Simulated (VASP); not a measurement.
A convergence study with VASP on V (bcc): a few settings are varied, all else stays as given below, so the limit is that of these other settings. The cell's lengths are 1 % over those of the tabulated start, so it is off equilibrium.

```xyz
1
Lattice="-1.5301 1.5301 1.5301 1.5301 -1.5301 1.5301 1.5301 1.5301 -1.5301" Properties=species:S:1:pos:R:3 pbc="T T T"
V      0.0000     0.0000     0.0000
```

Calculation: PBE GGA, VASP's PBE PAW potentials (set 64) (plane waves; VASP 6.6.1). The last row used: 550 eV cut-off, 14×14×14 Γ-centred mesh, first-order Methfessel-Paxton smearing of 0.10 eV, potentials V_sv.

```csv
setting,E (eV/atom),pressure (GPa),electronic steps
"ALGO = Normal, EDIFF = 1E-2",-8.9693,-11.95,8
"ALGO = Normal, EDIFF = 1E-3",-8.9694,-11.01,9
"ALGO = Normal, EDIFF = 1E-4",-8.9694,-11.01,9
"ALGO = Normal, EDIFF = 1E-5",-8.9694,-10.26,10
"ALGO = Normal, EDIFF = 1E-6",-8.9694,-10.36,11
"ALGO = Normal, EDIFF = 1E-7",-8.9694,-10.35,13
"ALGO = Normal, EDIFF = 1E-8",-8.9694,-10.35,14
"ALGO = Normal, EDIFF = 1E-9",-8.9694,-10.35,15
"ALGO = Fast, EDIFF = 1E-2",-8.9698,-3.92,8
"ALGO = Fast, EDIFF = 1E-3",-8.9694,-15.18,9
"ALGO = Fast, EDIFF = 1E-4",-8.9694,-10.56,12
"ALGO = Fast, EDIFF = 1E-5",-8.9694,-10.59,12
"ALGO = Fast, EDIFF = 1E-6",-8.9694,-10.18,13
"ALGO = Fast, EDIFF = 1E-7",-8.9694,-10.35,17
"ALGO = Fast, EDIFF = 1E-8",-8.9694,-10.36,17
"ALGO = Fast, EDIFF = 1E-9",-8.9694,-10.36,17
"ALGO = All, EDIFF = 1E-2",-8.9680,-8.29,12
"ALGO = All, EDIFF = 1E-3",-8.9693,-10.43,14
"ALGO = All, EDIFF = 1E-4",-8.9694,-10.06,15
"ALGO = All, EDIFF = 1E-5",-8.9694,-10.45,17
"ALGO = All, EDIFF = 1E-6",-8.9694,-10.37,19
"ALGO = All, EDIFF = 1E-7",-8.9694,-10.34,21
"ALGO = All, EDIFF = 1E-8",-8.9694,-10.35,23
"ALGO = All, EDIFF = 1E-9",-8.9694,-10.35,23
```

Left out are rungs that failed or repeat a setting and relaxations that didn't move; long series are thinned to 24 rows.

The compound is V in the bcc structure. The cell was not relaxed at this level. The run is not spin-polarised, so no magnetic state was tried.
